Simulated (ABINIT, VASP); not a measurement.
VASP input:

**KPOINTS**
```
Automatic mesh
0
Gamma
5 5 3
0 0 0
```

**INCAR**
```
# general
SYSTEM   =  TePd
PREC     =  Accurate
ENCUT    =  300
LREAL    =  .FALSE.
LASPH    =  .TRUE.   # aspherical one-centre terms

# electronic loop
EDIFF    =  1E-6   # SCF stop (eV)
NELM     =  100
ALGO     =  Normal   # blocked Davidson
LMAXMIX  =  4

# smearing
ISMEAR   =  -1   # Fermi-Dirac
SIGMA    =  0.05   # width (eV)

# functional
GGA      =  PS   # PBEsol

# ions
ISIF     =  2   # forces and stress, cell fixed

# output
LWAVE    =  .FALSE.
LCHARG   =  .FALSE.
```

File POSCAR:
```
TePd
1.0
  4.0983700000   0.0000000000   0.0000000000
 -2.0491850000   3.5492920000   0.0000000000
  0.0000000000   0.0000000000   5.6232400000
Te Pd
2 2
Cartesian
 -0.0327049926   2.3839813520   1.3590021502
  2.0901707492   1.1702335160   4.2249820113
  0.0044549282  -0.0087383569   0.0362586515
 -0.0127336356   0.0038119396   2.8146115637
```

POTCAR, in this order: Te Pd (PBE.64 set). Program: vasp_std.

**Question.** Translate it to ABINIT.

**Answer.** One input that does it (PBEsol, PAW (JTH v2.0 PBE PAW, files made for PBE)):
```
# TePd, JTH v2.0 PBE PAW
pp_dirpath "./"
pseudos "Te.GGA_PBE-JTH.xml, Pd.GGA_PBE-JTH.xml"
acell 7.7447968574 7.7447959833 10.6263835330
rprim
         1.0000000000    0.0000000000    0.0000000000
        -0.5000000564    0.8660253712    0.0000000000
         0.0000000000    0.0000000000    1.0000000000
natom 4
ntypat 2
znucl 52 46
typat 1 1 2 2
xcart
        -0.0618034789    4.5050718414    2.5681418667
         3.9498502697    2.2114208472    7.9840588829
         3.8808170229    6.6906767150    0.0685189210
         7.7207337735    0.0072035219    5.3188450026
ecut 48 Ry
pawecutdg 96 Ry
pawxcdev 0
ixc -116133
occopt 3
tsmear 0.05 eV
nband 31
kptopt 1
ngkpt 5 5 3
nshiftk 1
shiftk 0 0 0
nstep 50
tolvrs 1.0e-11
prtwf 0
prtden 0
enunit 1
```
Both inputs were run and reached self-consistency, which says nothing on mesh or cut-off. Potentials, basis and cut-offs are each code's own, so they don't translate, and total energies aren't comparable.

The structure comes from a computed database's TePd entry; how it stands against other phases isn't given here. The cell was not relaxed at this level, atoms are displaced from their ideal sites, and its volume differs by -5.9 % from the start's.
